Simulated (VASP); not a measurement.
# Pt2Rh (P4_2/mnm) in VASP: further runs

One crystal, Pt2Rh, is run at these levels: PBE; tasks: single point.

Program: VASP 6.6.1. These are calculated values, not measurements. Logs are shortened: lines on timing, memory, paths and dates and some standing lists are left out, and cuts for length are marked.

## Step 1: The crystal as given

The structure is tetragonal, space group P4_2/mnm (No. 136). The conventional cell has a = 5.201 Å, b = 5.201 Å, c = 3.647 Å, α = 90.00°, β = 90.00°, γ = 90.00°. Rh (site symmetry mmm) has 6 Pt at 2.26 to 2.31 Å as nearest neighbours. Around Pt (site symmetry m2m) lie 3 Rh at 2.26 to 2.31 Å.

The cell was built by a generator and needn't be a form met in nature.

## Step 2: Single point, PBE

File INCAR:

```
PREC = Accurate ; ENCUT = 520
EDIFF = 1E-7 ; ISMEAR = -1
SIGMA = 0.1 ; LREAL = False
LASPH = True ; NELM = 60
ALGO = Fast ; ISIF = 2
LWAVE = False ; LCHARG = False
GGA = PE ; NBANDS = 44
```

File KPOINTS:

```
regular mesh
0
Gamma
  4 4 5
```

File POSCAR:

```
Pt2Rh
1.0
    5.2009930000      0.0000000000      0.0000000000
    0.0000000000      5.2009930000      0.0000000000
    0.0000000000      0.0000000000      3.6465020000
Rh Pt
2 4
Direct
    0.0000000000      0.0000000000      0.0000000000
    0.5000000000      0.5000000000      0.5000000000
    0.3077000000      0.3077000000      0.0000000000
    0.1923000000      0.8077000000      0.5000000000
    0.6923000000      0.6923000000      0.0000000000
    0.8077000000      0.1923000000      0.5000000000
```

Potentials or basis: VASP PAW PBE potentials, release 64 (Rh_pv, Pt).

Launch:

```
$ cat potpaw_PBE.64/Rh_pv/POTCAR potpaw_PBE.64/Pt/POTCAR > POTCAR
$ mpirun -np 1 vasp_std > vasp.out
```

OUTCAR:

```text
PREC = Accurate
   ENCUT = 520
   EDIFF = 1E-7
   ISMEAR = -1
   LREAL = False
   LASPH = True
   NELM = 60
   ISIF = 2
   GGA = PE

 ion  position               nearest neighbor table
   1  0.000  0.000  0.000-   3 2.26   5 2.26   4 2.31   6 2.31   4 2.31   6 2.31
   2  0.500  0.500  0.500-   4 2.26   6 2.26   5 2.31   3 2.31   3 2.31   5 2.31
   3  0.308  0.308  0.000-   1 2.26   2 2.31   2 2.31   5 2.83   6 3.23   4 3.23   4 3.23   6 3.23
                             4 3.23   4 3.23   6 3.23   6 3.23
   4  0.192  0.808  0.500-   2 2.26   1 2.31   1 2.31   6 2.83   3 3.23   5 3.23   3 3.23   5 3.23
                             3 3.23   3 3.23   5 3.23   5 3.23
   5  0.692  0.692  0.000-   1 2.26   2 2.31   2 2.31   3 2.83   6 3.23   4 3.23   4 3.23   6 3.23
                             6 3.23   6 3.23   4 3.23   4 3.23
   6  0.808  0.192  0.500-   2 2.26   1 2.31   1 2.31   4 2.83   5 3.23   3 3.23   3 3.23   5 3.23
                             5 3.23   5 3.23   3 3.23   3 3.23

  LATTYP: Found a simple tetragonal cell.
 ALAT       =     5.2009930000
 C/A-ratio  =     0.7011164983

  Lattice vectors:

 A1 = (   5.2009930000,   0.0000000000,   0.0000000000)
 A2 = (   0.0000000000,   5.2009930000,   0.0000000000)
 A3 = (   0.0000000000,   0.0000000000,   3.6465020000)

Analysis of symmetry for initial positions (statically):
=====================================================================
 Subroutine PRICEL returns:
 Original cell was already a primitive cell.

 Routine SETGRP: Setting up the symmetry group for a
 simple tetragonal supercell.

 Subroutine GETGRP returns: Found 16 space group operations
 (whereof  8 operations were pure point group operations)
 out of a pool of 16 trial point group operations.

The static configuration has the point symmetry D_2h.
 The point group associated with its full space group is D_4h.

Analysis of symmetry for dynamics (positions and initial velocities):
=====================================================================
 Subroutine PRICEL returns:
 Original cell was already a primitive cell.

 Routine SETGRP: Setting up the symmetry group for a
 simple tetragonal supercell.

 Subroutine GETGRP returns: Found 16 space group operations
 (whereof  8 operations were pure point group operations)
 out of a pool of 16 trial point group operations.

The dynamic configuration has the point symmetry D_2h.
 The point group associated with its full space group is D_4h.

 Subroutine INISYM returns: Found 16 space group operations
 (whereof  8 operations are pure point group operations),
 and found     1 'primitive' translations

[... 100 lines left out ...]
   NFREE  =      0    steps in history (QN), initial steepest desc. (CG)
   ISIF   =      2    stress and relaxation
   ISYM   =      2    0-nonsym 1-usesym 2-fastsym
   POTIM  = 0.5000    time-step for ionic-motion
   TEBEG  =    0.0;   TEEND  =   0.0 temperature during run
   PSTRESS=    0.0 pullay stress
   NELECT =      70.0000    total number of electrons
   NUPDOWN=      -1.0000    fix difference up-down
   EMIN   =  10.00;   EMAX   =-10.00  energy-range for DOS
   EFERMI =   0.00;   METHOD = LEGACY
   ISMEAR =    -1;   SIGMA  =   0.10  broadening in eV -4-tet -1-fermi 0-gaus
   EFERMI_NEDOS =   21; number of points for ismear=-14 and -15
   IALGO  =     68    algorithm
   IMIX   =      4    mixing-type and parameters
     AMIX     =   0.40;   BMIX     =  1.00
     AMIX_MAG =   1.60;   BMIX_MAG =  1.00
  volume/ion in A,a.u.               =      16.44       110.94
  Fermi-wavevector in a.u.,A,eV,Ry     =   1.460241  2.759455 29.011751  2.132304
  Thomas-Fermi vector in A             =   2.576714
   LORBIT       =      0    0 simple, 1 ext, 2 COOP (PROOUT), +10 PAW based schemes
   GGA     = PE    functional components
   LHFCALC =     F    Hartree Fock is set to
   AEXX    =    0.0000 exact exchange contribution
   IVDW    =     0    specifies the selected vdW correction
   LEPSILON=     F    determine dielectric tensor
   LRPA    =     F    only Hartree local field effects (RPA)
 non-spin polarized calculation
 RMM-DIIS sequential band-by-band and
  energy-cutoff  :      520.00
  volume of cell :       98.64
 maximum number of plane-waves:      2697
 NGX is ok and might be reduce to    40
   NGX = 19   NGY = 19   NGZ = 13

 number of electron      70.0000010 magnetization

 Free energy of the ion-electron system (eV)
  ---------------------------------------------------
  ext. energy  EPLUGINS =         0.00000000
  ---------------------------------------------------
  free energy    TOTEN  =       -28.52797189 eV

  energy without entropy =      -28.25120686  energy(sigma->0) =      -28.38958938

 E-fermi :   9.6768     XC(G=0): -12.6295

 val. band max:        9.6754930665   @ k =   0.5000   0.0000   0.0000
 cond. band min:       9.6772922025   @ k =   0.2500   0.2500   0.0000
 fundamental gap:      0.0017991360
 Fermi energy:         9.6768421622

 k-point     1 :       0.0000    0.0000    0.0000
  band No.  band energies     occupation
      1     -37.9446      2.00000
      2     -37.9269      2.00000
      3     -37.9236      2.00000
      4     -37.9236      2.00000
      5     -37.6948      2.00000
      6     -37.6948      2.00000
[... 835 lines left out ...]
     43      13.9699      0.00000
     44      13.9699      0.00000

------------------------ aborting loop because EDIFF is reached ----------------------------------------

  FORCE on cell =-STRESS in cart. coord.  units (eV):
  Direction    XX          YY          ZZ          XY          YZ          ZX
  --------------------------------------------------------------------------------------
  -------------------------------------------------------------------------------------
  Total       34.0069380     34.0069380     46.3912927      0.0000000      0.0000000      0.0000000
  in kB      552.3687707    552.3687707    753.5256883      0.0000000      0.0000000      0.0000000
  external PRESSURE =     619.4210765 kB  Pullay stress =       0.0000000 kB

 VOLUME and BASIS-vectors are now :
 -----------------------------------------------------------------------------
  energy-cutoff  :      520.00
  volume of cell :       98.64
      direct lattice vectors                 reciprocal lattice vectors
     5.200993000  0.000000000  0.000000000     0.192270976  0.000000000  0.000000000
     0.000000000  5.200993000  0.000000000     0.000000000  0.192270976  0.000000000
     0.000000000  0.000000000  3.646502000     0.000000000  0.000000000  0.274235418

 POSITION                                       TOTAL-FORCE (eV/Angst)
 -----------------------------------------------------------------------------------
      0.00000      0.00000      0.00000         0.000000      0.000000     -0.000000
      2.60050      2.60050      1.82325         0.000000      0.000000     -0.000000
      1.60035      1.60035      0.00000        -0.621905     -0.621905      0.000000
      1.00015      4.20084      1.82325         0.621905     -0.621905     -0.000000
      3.60065      3.60065      0.00000         0.621905      0.621905     -0.000000
      4.20084      1.00015      1.82325        -0.621905      0.621905     -0.000000
 -----------------------------------------------------------------------------------
    total drift:                                0.000000     -0.000000     -0.000000

  FREE ENERGIE OF THE ION-ELECTRON SYSTEM (eV)
  ---------------------------------------------------
  free  energy   TOTEN  =       -28.5279718905 eV

  energy  without entropy=      -28.2512068610  energy(sigma->0) =      -28.38958938
```

OSZICAR:

```text
N       E                     dE             d eps       ncg     rms          rms(c)
DAV:   1     0.657613270660E+03    0.65761E+03   -0.39417E+04  1712   0.162E+03
DAV:   2    -0.413116741917E+01   -0.66174E+03   -0.63711E+03  1736   0.435E+02
DAV:   3    -0.297329910745E+02   -0.25602E+02   -0.24678E+02  1792   0.842E+01
DAV:   4    -0.301622933829E+02   -0.42930E+00   -0.42793E+00  1652   0.103E+01
DAV:   5    -0.301683062935E+02   -0.60129E-02   -0.60126E-02  1656   0.135E+00    0.373E+01
RMM:   6    -0.288132221154E+02    0.13551E+01   -0.29823E+00  1584   0.975E+00    0.203E+01
RMM:   7    -0.289762864457E+02   -0.16306E+00   -0.22812E+00  1586   0.709E+00    0.778E+00
RMM:   8    -0.285441730466E+02    0.43211E+00   -0.10328E+00  1603   0.567E+00    0.223E+00
RMM:   9    -0.285283818920E+02    0.15791E-01   -0.11587E-01  1665   0.185E+00    0.350E-01
RMM:  10    -0.285278492768E+02    0.53262E-03   -0.75320E-03  1668   0.447E-01    0.133E-01
RMM:  11    -0.285279719284E+02   -0.12265E-03   -0.15852E-03  1735   0.180E-01    0.537E-02
RMM:  12    -0.285279749534E+02   -0.30250E-05   -0.58214E-04  1696   0.109E-01    0.462E-02
RMM:  13    -0.285279705847E+02    0.43687E-05   -0.11527E-04  1852   0.543E-02    0.129E-02
RMM:  14    -0.285279715061E+02   -0.92136E-06   -0.27092E-05  1763   0.228E-02    0.770E-03
RMM:  15    -0.285279716015E+02   -0.95354E-07   -0.45619E-06  1893   0.100E-02    0.154E-03
RMM:  16    -0.285279718669E+02   -0.26542E-06   -0.11366E-06  1386   0.445E-03    0.143E-03
RMM:  17    -0.285279718905E+02   -0.23619E-07   -0.15675E-07   917   0.200E-03
   1 F= -.28527972E+02 E0= -.28389589E+02  d E =-.276765E+00
```

stdout:

```text
POSCAR found type information on POSCAR RhPt
 POSCAR found :  2 types and       6 ions
 scaLAPACK will be used
 LDA part: xc-table for (Slater+PW92), standard interpolation
 POSCAR, INCAR and KPOINTS ok, starting setup
 FFT: planning ... GRIDC
 FFT: planning ... GRID_SOFT
 FFT: planning ... GRID
 WAVECAR not read
 entering main loop
```

It took 39 s on 1 thread of Intel Xeon 6975P-C (Granite Rapids), shared host; peak memory 0.23 GiB.

Results:

| Quantity | Value |
| --- | --- |
| Free energy | -28.5280 eV |
| Pressure | 61.9 GPa |
| Largest force | 0.880 eV/Å |
| Band gap on the k mesh | none (metal or under the smearing width) |

Forces in eV/Å, atoms in the order of the input:
```
Rh   0.000  0.000  0.000
Rh   0.000  0.000  0.000
Pt  -0.622 -0.622  0.000
Pt   0.622 -0.622  0.000
Pt   0.622  0.622  0.000
Pt  -0.622  0.622  0.000
```

Caveat: a pressure of tens of GPa on the cell as given is suspect, and the run, the potentials or the cell itself is likely at fault. The run has no spin-orbit coupling, so splittings on Pt are missing.

## Step 3: Single point, PBE

File INCAR:

```
  PREC = Accurate
  ENCUT = 520
  EDIFF = 1E-6
  ISMEAR = -1
  SIGMA = 0.001
  LREAL = False
  LASPH = True
  NELM = 60
  ALGO = Normal
  ISIF = 2
  LWAVE = False
  LCHARG = False
  GGA = PE
  NBANDS = 44
```

File KPOINTS:

```
Automatic mesh
0
Gamma
  4 4 5
```

POSCAR is that of step 2.

Potentials or basis: VASP PAW PBE potentials, release 64 (Rh_pv, Pt).

Launch:

```
$ cat potpaw_PBE.64/Rh_pv/POTCAR potpaw_PBE.64/Pt/POTCAR > POTCAR
$ mpirun -np 1 vasp_std > vasp.out
```

Run time: 30 s. Hardware: 1 thread of Intel Xeon 6975P-C (Granite Rapids), shared host; peak memory 0.23 GiB.

The run converged. Its results:

- Free energy: -28.3890 eV
- Pressure: 61.6 GPa
- Largest force: 0.853 eV/Å
- Band gap on the k mesh: none (metal or under the smearing width)

Forces on the atoms (eV/Å):
```
Rh   0.000  0.000  0.000
Rh   0.000  0.000  0.000
Pt  -0.603 -0.603  0.000
Pt   0.603 -0.603  0.000
Pt   0.603  0.603  0.000
Pt  -0.603  0.603  0.000
```

Stress tensor (GPa, compression positive):
```
55.02  0.00  0.00
 0.00 55.02  0.00
 0.00  0.00 74.79
```

Levels at points of the mesh, in eV from the Fermi level:
```tsv
k point	band 31	band 32	band 33	band 34	band 35	band 36	band 37	band 38	band 39	band 40
(0.00, 0.00, 0.00)	-0.85	-0.85	-0.50	0.19	1.11	1.18	1.18	1.57	1.57	1.82
(0.50, 0.00, 0.00)	-0.41	-0.41	-0.40	-0.40	0.00	0.00	0.47	0.47	2.54	2.54
(0.50, 0.50, 0.00)	-1.20	-1.20	-0.72	-0.72	-0.17	-0.17	1.38	1.38	1.48	1.48
```

Caveat: a pressure of tens of GPa on the cell as given is suspect, and the run, the potentials or the cell itself is likely at fault.
